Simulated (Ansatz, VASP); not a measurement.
**Two plane-wave programs on Ga4AsN3**

```
CELL_PARAMETERS angstrom
4.80029 0.00000 0.00000
0.00000 4.80029 0.00000
0.00000 0.00000 4.80029
ATOMIC_POSITIONS crystal
N 0.50000 0.00000 0.00000
N 0.00000 0.50000 0.00000
N 0.00000 0.00000 0.50000
Ga 0.22699 0.77301 0.77301
Ga 0.77301 0.22699 0.77301
Ga 0.77301 0.77301 0.22699
Ga 0.22699 0.22699 0.22699
As 0.50000 0.50000 0.50000
```

Alike in both runs: task single point; functional r2SCAN; k mesh 4 × 4 × 4; occupations fermi-dirac, width 0.02 eV; no spin polarisation.

|  | VASP | Ansatz |
| --- | --- | --- |
| version | VASP 6.6.1 | Ansatz 0.2.0 |
| potentials or method | VASP PAW PBE potentials, release 64 (N, Ga_d, As) | plane waves, PAW |
| plane-wave cutoff (eV) | 520 | 500 |
| valence electrons in the cell | 72 | 82 |

```csv
,VASP,Ansatz,Ansatz less VASP
pressure (GPa),0.6,0.0,-0.64
rms of the force components (eV/Å),0.014,0.022,+0.0089
```

With one functional, cell and mesh, what is left measures potentials, basis and numerics. The two sets of potentials don't hold the same shells in valence.

Caveats: the PAW data sets were made with another functional, which shifts forces and pressure a little (VASP).
